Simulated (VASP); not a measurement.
Here is a VASP 6.6.1 calculation.

File INCAR:

```
  ALGO = Fast
  EDIFF = 1E-4
  EDIFFG = -0.08
  ENCUT = 520
  GGA = PE
  IBRION = 2
  ISIF = 3
  ISMEAR = 0
  LASPH = T
  LCHARG = F
  LREAL = Auto
  LWAVE = F
  NELM = 60
  NSW = 24
  PREC = Normal
  SIGMA = 0.15
```

Contents of KPOINTS:

```
k-points
0
Gamma
  3 3 2
```

Contents of POSCAR:

```
Ta3AsAu2O13
1.0
    6.0844424300      0.0000000000      0.0000000000
   -3.0422212100      5.2692817100      0.0000000000
    0.0000000000      0.0000000000      8.3958178600
Ta As Au O
3 1 2 13
Direct
    0.5000000000      0.0000000000      0.0000000000
    0.0000000000      0.5000000000      0.0000000000
    0.5000000000      0.5000000000      0.0000000000
    0.0000000000      0.0000000000      0.0000000000
    0.3333333300      0.6666666700      0.5000000000
    0.6666666700      0.3333333300      0.5000000000
    0.1619138800      0.8380861200      0.5000000000
    0.1619138800      0.3238277600      0.5000000000
    0.6761722400      0.8380861200      0.5000000000
    0.8380861200      0.1619138800      0.5000000000
    0.8380861200      0.6761722400      0.5000000000
    0.3238277600      0.1619138800      0.5000000000
    0.3333333300      0.6666666700      0.2761382400
    0.3333333300      0.6666666700      0.7238617600
    0.6666666700      0.3333333300      0.7238617600
    0.6666666700      0.3333333300      0.2761382400
    0.3333333300      0.6666666700      0.0000000000
    0.6666666700      0.3333333300      0.0000000000
    0.0000000000      0.0000000000      0.5000000000
```

Potentials or basis: VASP PAW PBE potentials, release 64 (Ta_pv, As, Au, O).

Launch:

```bash
$ cat potpaw_PBE.64/Ta_pv/POTCAR potpaw_PBE.64/As/POTCAR potpaw_PBE.64/Au/POTCAR potpaw_PBE.64/O/POTCAR > POTCAR
$ mpirun -np 4 vasp_std > vasp.out
```

Problem. Estimate the relaxed volume.

Solution. 16.50 Å³/atom.

Problem. Estimate the relaxed cell.

Solution. a = 6.662 Å, b = 6.662 Å, c = 8.157 Å, α = 90.00°, β = 90.00°, γ = 120.00°.

Forces on the atoms (eV/Å):
```
Ta   0.000  0.000  0.000
Ta   0.000  0.000  0.000
Ta   0.000  0.000  0.000
As   0.000  0.000  0.000
Au   0.000  0.000  0.000
Au   0.000  0.000  0.000
O    0.013 -0.007  0.000
O    0.000  0.015  0.000
O   -0.013 -0.007  0.000
O   -0.013  0.007  0.000
O    0.000 -0.015  0.000
O    0.013  0.007  0.000
O    0.000  0.000 -0.061
O    0.000  0.000  0.061
O    0.000  0.000  0.061
O    0.000  0.000 -0.061
O    0.000  0.000  0.000
O    0.000  0.000  0.000
O    0.000  0.000  0.000
```

Caveat: the k mesh is coarse (spacing up to 0.40 Å⁻¹), so the values aren't converged; the volume moved by over 15 % at a fixed basis, so the end points are rough; the relaxation stopped at a loose force limit of 0.08 eV/Å, so its end isn't a converged minimum. The run has no spin-orbit coupling, so splittings on Au, Ta are missing.
